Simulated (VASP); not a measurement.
VASP input:

File KPOINTS:
```
Regular mesh
0
gamma
6 6 9
```

POSCAR:
```
CrO2
1.0
  4.4035734064   0.0000000000   0.0000000000
  0.0000000000   4.4035734064   0.0000000000
  0.0000000000   0.0000000000   2.9108543771
Cr O
2 4
Cartesian
  0.0000000000   0.0000000000   0.0000000000
  2.2017867032   2.2017867032   1.4554271886
  1.3336705296   1.3336705296   0.0000000000
  3.5354572328   0.8681161736   1.4554271886
  0.8681161736   3.5354572328   1.4554271886
  3.0699028768   3.0699028768   0.0000000000
```

### INCAR
```
# general
SYSTEM    =  CrO2
PREC      =  Accurate
ENCUT     =  520
LREAL     =  .False.
LASPH     =  .True.

# electronic loop
EDIFF     =  1E-6
NELM      =  100
ALGO      =  Normal
LMAXMIX   =  4
LMIXTAU   =  .True.

# smearing
ISMEAR    =  1
SIGMA     =  0.1

# functional
METAGGA   =  R2SCAN
LUSE_VDW  =  .True.
BPARAM    =  11.95
CPARAM    =  0.0093

# spin
ISPIN     =  2
MAGMOM    =  2.3 2.3 -0.1 -0.1 -0.1 -0.1

# ions
IBRION    =  2
NSW       =  60
ISIF      =  3
EDIFFG    =  -0.02

# output
LWAVE     =  .False.
LCHARG    =  .False.
LORBIT    =  10
```

POTCAR, in this order: Cr_pv O (PBE.64 set). Program: vasp_std.

Question: Write an equivalent input for Ansatz.

Answer: One equivalent input (not run):
Ansatz 0.2 input:
```yaml
crystal:
  lattice:
    - [4.4035734, 0.0000000, 0.0000000]
    - [0.0000000, 4.4035734, 0.0000000]
    - [0.0000000, 0.0000000, 2.9108544]
  atoms:
    - { symbol: Cr, position: [0.0000000, 0.0000000, 0.0000000], spin: 2.3 }
    - { symbol: Cr, position: [0.5000000, 0.5000000, 0.5000000], spin: 2.3 }
    - { symbol: O, position: [0.3028610, 0.3028610, 0.0000000], spin: -0.1 }
    - { symbol: O, position: [0.8028610, 0.1971390, 0.5000000], spin: -0.1 }
    - { symbol: O, position: [0.1971390, 0.8028610, 0.5000000], spin: -0.1 }
    - { symbol: O, position: [0.6971390, 0.6971390, 0.0000000], spin: -0.1 }
kpoints:
  mp_grid: { grid: [6, 6, 9] }
hamiltonian:
  xc: r2scan
  dispersion: rvv10
  pseudopotentials: { kind: paw }
magnetization: { spin_polarized: true }
scf:
  occupations: { method: methfessel_paxton, width: 0.1 }
  max_iter: 100
relax:
  max_steps: 60
  f_tol: 0.02
  cell: {}
output: { forces: true, stress: true, eigenvalues: true }
```
Limits of the translation: each code has its own PAW files, so the cut-off isn't converted (ENCUT is set for VASP's; basis.ecutwfc is left out, and Ansatz then takes the one that its files recommend); Ansatz stops its SCF on the density residual and VASP on the energy change (EDIFF).

The compound is CrO2 in the rutile structure. This run relaxes it. Symmetry was kept, so distortions that lower it aren't found. The start is the result of an earlier pass.
